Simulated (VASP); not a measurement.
Here is the system:

```xyz
4
Lattice="3.4701 0.0000 0.0000 0.0000 3.4701 0.0000 0.0000 0.0000 3.4701" Properties=species:S:1:pos:R:3 pbc="T T T"
Fe     0.0000     0.0000     0.0000
Ni     0.0000     1.7350     1.7350
Ni     1.7350     0.0000     1.7350
Ni     1.7350     1.7350     0.0000
```
Starting moments (μB, in the order of the record's atoms Fe Ni Ni Ni): 2.9 0.7 0.7 0.7.

These are TPSS meta-GGA, VASP's PBE PAW potentials (set 64) (plane waves; VASP 6.6.1) values and carry that method's errors. Numerical set-up: 520 eV cut-off, 9×9×9 Γ-centred mesh, first-order Methfessel-Paxton smearing of 0.10 eV, potentials Fe Ni.

Task: Give the stress tensor in GPa (positive for a compressed cell).

Result: 
```
6.63  0.00  0.00
0.00  6.63  0.00
0.00  0.00  6.63
```
The pressure is its mean diagonal, 6.63 GPa.

The compound is Ni3Fe in the L1_2 structure. This cell is one point of a volume scan, at 0.97 of the reference volume.
